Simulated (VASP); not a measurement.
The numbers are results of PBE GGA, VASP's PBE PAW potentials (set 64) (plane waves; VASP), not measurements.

Input for VASP

### KPOINTS
```
Automatic mesh
0
Gamma
8 8 8
0 0 0
```

INCAR:
```
SYSTEM = PdIn
PREC = Accurate; ENCUT = 300; LREAL = .FALSE.
LASPH = .TRUE.
EDIFF = 1E-8; NELM = 100; ALGO = Normal
LMAXMIX = 4
ISMEAR = 0; SIGMA = 0.136
GGA = PE
IBRION = 8; NSW = 1; ISIF = 2
LWAVE = .FALSE.; LCHARG = .FALSE.
LEPSILON = .FALSE.
```

**POSCAR**
```
PdIn
3.250
  1.0000000000   0.0000000000   0.0000000000
  0.0000000000   1.0000000000   0.0000000000
  0.0000000000   0.0000000000   1.0000000000
In Pd
1 1
Cart
  0.5013010000   0.4983590000   0.4934660000
 -0.0013010000   0.0016410000   0.0065340000
```

POTCAR, in this order: In_d Pd (PBE.64 set). Program: vasp_std.

Output

### OSZICAR
```
...
RMM:  13    -0.228444436382E+00    0.13371E-07    0.18320E-08 15575   0.982E-05    0.108E-05
RMM:  14    -0.228444461319E+00   -0.24937E-07    0.12109E-08 14653   0.558E-05    0.478E-06
RMM:  15    -0.228444482147E+00   -0.20828E-07    0.74591E-09 12945   0.328E-05    0.236E-06
RMM:  16    -0.228444491290E+00   -0.91424E-08    0.50999E-09 13185   0.215E-05    0.409E-06
 Linear response progress:
  Degree of freedom:   2/  6
       N       E                     dE             d eps       ncg     rms          rms(c)
RMM:   1    -0.225552715211E+00   -0.22555E+00   -0.10755E-02 10379   0.617E+00
RMM:   2    -0.228890208589E+00   -0.33375E-02   -0.15516E-02 12524   0.110E+00    0.700E-02
RMM:   3    -0.228732912872E+00    0.15730E-03   -0.12937E-03 13441   0.323E-01    0.357E-02
RMM:   4    -0.228563403700E+00    0.16951E-03   -0.14356E-04 14357   0.116E-01    0.268E-02
RMM:   5    -0.228459784944E+00    0.10362E-03   -0.21208E-05 14853   0.391E-02    0.689E-03
RMM:   6    -0.228441804688E+00    0.17980E-04   -0.35320E-06 14432   0.161E-02    0.226E-03
RMM:   7    -0.228441111501E+00    0.69319E-06   -0.84645E-07 14651   0.667E-03    0.132E-03
RMM:   8    -0.228442803599E+00   -0.16921E-05   -0.21857E-07 15303   0.312E-03    0.804E-04
RMM:   9    -0.228445099041E+00   -0.22954E-05   -0.44600E-08 14370   0.167E-03    0.117E-04
RMM:  10    -0.228444531585E+00    0.56746E-06    0.87356E-08 14696   0.771E-04    0.141E-04
RMM:  11    -0.228444455966E+00    0.75618E-07    0.71262E-08 15849   0.356E-04    0.540E-05
RMM:  12    -0.228444408134E+00    0.47833E-07    0.49592E-08 15105   0.187E-04    0.616E-05
RMM:  13    -0.228444368155E+00    0.39979E-07    0.34586E-08 15091   0.101E-04    0.574E-05
RMM:  14    -0.228444405290E+00   -0.37135E-07    0.19180E-08 15209   0.603E-05    0.366E-05
RMM:  15    -0.228444401001E+00    0.42889E-08    0.13799E-08 13895   0.341E-05    0.134E-05
 Linear response progress:
  Degree of freedom:   3/  6
       N       E                     dE             d eps       ncg     rms          rms(c)
RMM:   1    -0.225556273443E+00   -0.22556E+00   -0.11029E-02 10384   0.617E+00
RMM:   2    -0.228883721424E+00   -0.33274E-02   -0.15355E-02 12529   0.110E+00    0.701E-02
RMM:   3    -0.228730663695E+00    0.15306E-03   -0.12716E-03 13444   0.320E-01    0.358E-02
RMM:   4    -0.228561326319E+00    0.16934E-03   -0.14155E-04 14343   0.115E-01    0.267E-02
RMM:   5    -0.228459410687E+00    0.10192E-03   -0.20790E-05 14785   0.395E-02    0.786E-03
RMM:   6    -0.228442358339E+00    0.17052E-04   -0.36589E-06 14422   0.168E-02    0.354E-03
RMM:   7    -0.228437810766E+00    0.45476E-05   -0.80316E-07 14711   0.727E-03    0.122E-03
RMM:   8    -0.228440137783E+00   -0.23270E-05   -0.19530E-07 14965   0.316E-03    0.624E-04
RMM:   9    -0.228441698858E+00   -0.15611E-05   -0.35823E-08 14691   0.159E-03    0.120E-04
RMM:  10    -0.228440940101E+00    0.75876E-06    0.61356E-08 14712   0.754E-04    0.159E-04
RMM:  11    -0.228440874520E+00    0.65581E-07    0.81724E-08 15666   0.356E-04    0.478E-05
RMM:  12    -0.228440902625E+00   -0.28105E-07    0.41312E-08 14897   0.188E-04    0.898E-05
RMM:  13    -0.228440857300E+00    0.45325E-07    0.31142E-08 14948   0.103E-04    0.601E-05
RMM:  14    -0.228440905521E+00   -0.48220E-07    0.20905E-08 15058   0.599E-05    0.446E-05
RMM:  15    -0.228440901688E+00    0.38327E-08    0.11286E-08 13817   0.332E-05    0.225E-05
 Linear response progress:
  Degree of freedom:   4/  6
       N       E                     dE             d eps       ncg     rms          rms(c)
RMM:   1    -0.255371249018E+00   -0.25537E+00   -0.24801E-01 14393   0.330E+00
RMM:   2    -0.255517735730E+00   -0.14649E-03   -0.19136E-02 14342   0.935E-01    0.754E-02
RMM:   3    -0.255748280599E+00   -0.23054E-03   -0.16239E-03 13920   0.260E-01    0.448E-02
RMM:   4    -0.255969783189E+00   -0.22150E-03   -0.20635E-04 14171   0.109E-01    0.175E-02
RMM:   5    -0.256053130249E+00   -0.83347E-04   -0.22498E-05 14802   0.374E-02    0.864E-03
RMM:   6    -0.256045364571E+00    0.77657E-05   -0.15001E-06 13826   0.103E-02    0.180E-03
RMM:   7    -0.256044334194E+00    0.10304E-05   -0.24078E-07 14068   0.355E-03    0.121E-03
RMM:   8    -0.256041572068E+00    0.27621E-05   -0.32520E-08 14243   0.127E-03    0.626E-04
RMM:   9    -0.256038760377E+00    0.28117E-05   -0.71626E-09 14534   0.471E-04    0.122E-04
RMM:  10    -0.256039975577E+00   -0.12152E-05    0.70959E-10 13895   0.178E-04    0.109E-04
RMM:  11    -0.256040086873E+00   -0.11130E-06   -0.98655E-10 14977   0.686E-05    0.108E-05
RMM:  12    -0.256040163058E+00   -0.76185E-07    0.11661E-09 14903   0.279E-05    0.195E-05
RMM:  13    -0.256040159054E+00    0.40044E-08   -0.83124E-11 15556   0.151E-05    0.274E-06
 Linear response progress:
  Degree of freedom:   5/  6
       N       E                     dE             d eps       ncg     rms          rms(c)
RMM:   1    -0.255370724210E+00   -0.25537E+00   -0.24801E-01 14392   0.330E+00
RMM:   2    -0.255517607846E+00   -0.14688E-03   -0.19142E-02 14339   0.935E-01    0.753E-02
RMM:   3    -0.255748327765E+00   -0.23072E-03   -0.16249E-03 13914   0.260E-01    0.448E-02
RMM:   4    -0.255969572548E+00   -0.22124E-03   -0.21038E-04 14166   0.109E-01    0.175E-02
RMM:   5    -0.256053026095E+00   -0.83454E-04   -0.22593E-05 14805   0.375E-02    0.865E-03
RMM:   6    -0.256045235743E+00    0.77904E-05   -0.15182E-06 13854   0.104E-02    0.183E-03
RMM:   7    -0.256044376943E+00    0.85880E-06   -0.24254E-07 14050   0.355E-03    0.121E-03
RMM:   8    -0.256041656881E+00    0.27201E-05   -0.31318E-08 14243   0.127E-03    0.621E-04
RMM:   9    -0.256038894755E+00    0.27621E-05   -0.59452E-09 14440   0.472E-04    0.117E-04
RMM:  10    -0.256040028348E+00   -0.11336E-05    0.18650E-09 13854   0.180E-04    0.103E-04
RMM:  11    -0.256040138807E+00   -0.11046E-06    0.10299E-09 14916   0.681E-05    0.971E-06
RMM:  12    -0.256040230678E+00   -0.91871E-07    0.29932E-10 14490   0.277E-05    0.195E-05
RMM:  13    -0.256040225690E+00    0.49875E-08    0.58945E-10 15685   0.144E-05    0.393E-06
 Linear response progress:
  Degree of freedom:   6/  6
       N       E                     dE             d eps       ncg     rms          rms(c)
RMM:   1    -0.255366782559E+00   -0.25537E+00   -0.24798E-01 14350   0.330E+00
RMM:   2    -0.255519439915E+00   -0.15266E-03   -0.19304E-02 14500   0.941E-01    0.758E-02
RMM:   3    -0.255753152182E+00   -0.23371E-03   -0.16083E-03 13897   0.256E-01    0.450E-02
RMM:   4    -0.255977565324E+00   -0.22441E-03   -0.21464E-04 14224   0.110E-01    0.173E-02
RMM:   5    -0.256056332855E+00   -0.78768E-04   -0.21757E-05 14763   0.365E-02    0.878E-03
RMM:   6    -0.256049226101E+00    0.71068E-05   -0.15433E-06 13633   0.105E-02    0.256E-03
RMM:   7    -0.256047084357E+00    0.21417E-05   -0.29602E-07 13958   0.420E-03    0.132E-03
RMM:   8    -0.256044319639E+00    0.27647E-05   -0.33704E-08 13678   0.151E-03    0.562E-04
RMM:   9    -0.256041880701E+00    0.24389E-05   -0.54089E-09 14865   0.496E-04    0.572E-05
RMM:  10    -0.256042271572E+00   -0.39087E-06   -0.69262E-09 14432   0.157E-04    0.456E-05
RMM:  11    -0.256042537783E+00   -0.26621E-06   -0.10982E-10 14750   0.629E-05    0.157E-05
RMM:  12    -0.256042621740E+00   -0.83957E-07   -0.17194E-09 14502   0.271E-05    0.912E-06
RMM:  13    -0.256042603387E+00    0.18353E-07   -0.47478E-10 15078   0.144E-05    0.325E-06
RMM:  14    -0.256042606235E+00   -0.28480E-08    0.10017E-10 12610   0.969E-06    0.385E-06
 Linear response finished
```

OUTCAR:
```
------------------------ aborting loop because EDIFF is reached ----------------------------------------

   1 f  =    4.584744 THz    28.806795 2PiTHz  152.930590 cm-1    18.960968 meV
             X         Y         Z           dx          dy          dz
      1.629228  1.619667  1.603764     0.333589   -0.383797   -0.470072
      3.245772  0.005333  0.021236    -0.348931    0.401402    0.487417

   2 f  =    4.568262 THz    28.703236 2PiTHz  152.380813 cm-1    18.892804 meV
             X         Y         Z           dx          dy          dz
      1.629228  1.619667  1.603764     0.540681    0.428299    0.034407
      3.245772  0.005333  0.021236    -0.566256   -0.448467   -0.035658

   3 f  =    4.557620 THz    28.636368 2PiTHz  152.025823 cm-1    18.848791 meV
             X         Y         Z           dx          dy          dz
      1.629228  1.619667  1.603764     0.270875   -0.382549    0.509154
      3.245772  0.005333  0.021236    -0.283920    0.400837   -0.528928

   4 f/i=    0.001940 THz     0.012190 2PiTHz    0.064716 cm-1     0.008024 meV
             X         Y         Z           dx          dy          dz
      1.629228  1.619667  1.603764     0.041895   -0.065222   -0.715927
      3.245772  0.005333  0.021236     0.040376   -0.062836   -0.689827

   5 f/i=    0.018003 THz     0.113116 2PiTHz    0.600514 cm-1     0.074454 meV
             X         Y         Z           dx          dy          dz
      1.629228  1.619667  1.603764     0.323843   -0.641912    0.077428
      3.245772  0.005333  0.021236     0.309329   -0.613127    0.073957

   6 f/i=    0.018627 THz     0.117036 2PiTHz    0.621325 cm-1     0.077034 meV
             X         Y         Z           dx          dy          dz
      1.629228  1.619667  1.603764     0.645275    0.326514    0.008074
      3.245772  0.005333  0.021236     0.616178    0.311785    0.007604

 ELASTIC MODULI CONTR FROM IONIC RELAXATION (kBar)
 Direction    XX          YY          ZZ          XY          YZ          ZX
 --------------------------------------------------------------------------------
 XX         -15.7990    -15.3774     -6.4407      0.7956     -5.3593      3.0025
 YY         -15.3774    -15.5563     -6.2265      0.7840     -3.6823      4.4439
 ZZ          -6.4407     -6.2265     -3.3961      1.1154     -3.6647      2.9903
 XY           0.7956      0.7840      1.1154     -0.8569      1.6579     -2.1108
 YZ          -5.3593     -3.6823     -3.6647      1.6579     -8.2568      0.4042
 ZX           3.0025      4.4439      2.9903     -2.1108      0.4042     -9.0838
 --------------------------------------------------------------------------------
```
(Selected blocks of OUTCAR.)

At this cut-off the stress carries a Pulay error, which pulls relaxed volumes low.

The structure is a typed PdIn crystal. The cell was not relaxed at this level, atoms are displaced from their ideal sites. The run is one of a series of settings (EDIFF = 1E-8, IBRION = 8, LEPSILON = .FALSE., NSW = 1 against the base run), some of them coarse on purpose. The electron count is odd and the run is not spin-polarised, which forces a metal.
